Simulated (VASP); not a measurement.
The system is TiC.

```
Ti C
1.0
     0.00000    2.15930    2.15930
     2.15930    0.00000    2.15930
     2.15930    2.15930    0.00000
Ti C
1 1
Direct
  0.00000 0.00000 0.00000
  0.50000 0.50000 0.50000
```

Program: VASP 6.6.1. Alike in all runs: task single point; no spin polarisation; cell as given; cutoff (eV) 520; smearing fermi-dirac 0.05 eV.

Question: Order these runs on this cell by their pressure, lowest first.
A. level HSE06; potentials or basis VASP PAW PBE potentials, release 64 (Ti_sv, C); k mesh 7 × 7 × 7; grid for exact exchange (PRECFOCK) Fast; screening parameter 0.2 1/A
B. level PBEsol; potentials or basis VASP PAW PBE potentials, release 64 (Ti_sv, C); k mesh 12 × 12 × 12
C. level LDA; potentials or basis VASP PAW LDA potentials, release 64 (Ti_sv, C); k mesh 12 × 12 × 12
D. level r2SCAN; potentials or basis VASP PAW PBE potentials, release 64 (Ti_sv, C); k mesh 12 × 12 × 12

Answer: C (-9.9 GPa), B (-4.3 GPa), A (-2.5 GPa), D (2.7 GPa).

Caveats: the PAW data sets were made with another functional, which shifts forces and pressure a little (some runs).
